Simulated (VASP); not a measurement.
Data:

```
CELL_PARAMETERS angstrom
      1.59457    -2.76188     0.00000
      1.59457     2.76188     0.00000
      0.00000     0.00000     5.19066
ATOMIC_POSITIONS crystal
  Ga 0.66667 0.33333 0.50010
  Ga 0.33333 0.66667 0.00010
  N  0.63046 0.36954 0.87690
  N  0.33333 0.66667 0.37690
```

The numbers are results of r2SCAN meta-GGA, VASP's PBE PAW potentials (set 64) (plane waves; VASP), not measurements. Run with 600 eV cut-off, 8×8×4 Γ-centred mesh, Gaussian smearing of 0.050 eV, potentials Ga_d N.

Question: Which forces act on the atoms, in eV/Å?

Answer: 
| atom | Fx | Fy | Fz |
|---|---|---|---|
| Ga1 | 0.000 | 0.234 | 0.101 |
| Ga2 | 0.000 | 3.547 | 0.679 |
| N3 | 0.000 | -3.958 | -0.788 |
| N4 | 0.000 | 0.176 | 0.008 |

Question: Give the stress tensor in GPa (positive for a compressed cell).

Answer: 
```
-4.98   0.00   0.00
 0.00  12.25   6.27
 0.00   6.27   1.21
```
The pressure is its mean diagonal, 2.83 GPa.

The compound is GaN in the wurtzite structure. This cell was strained or had an atom moved on purpose.
